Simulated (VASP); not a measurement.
Energy against volume of CaO (rock salt). These are PBE GGA with D3 dispersion (zero damping), VASP's PBE PAW potentials (set 64) (plane waves; VASP 6.6.1) values and carry that method's errors. Run with 520 eV cut-off, 9×9×9 Γ-centred mesh, Gaussian smearing of 0.050 eV, potentials Ca_sv O.

```json
[
 {"V (Å³/atom)": "13.002", "E (eV/atom)": "-6.55596"},
 {"V (Å³/atom)": "13.417", "E (eV/atom)": "-6.57121"},
 {"V (Å³/atom)": "13.832", "E (eV/atom)": "-6.57622"},
 {"V (Å³/atom)": "14.246", "E (eV/atom)": "-6.57256"}
]
```

Problem. Fit these four points and predict the energy of the run at 14.661 Å³/atom.

Solution. A cubic in V^(−2/3), the third-order Birch-Murnaghan form, passes through the four points with V0 = 13.85 Å³/atom and B0 = 111 GPa, and gives -6.5615 eV/atom there. The run gave -6.5615 eV/atom, -0.0 meV/atom from the fit; all five points give B0 = 111 GPa.

The compound is CaO in the rock salt structure. It was relaxed first.
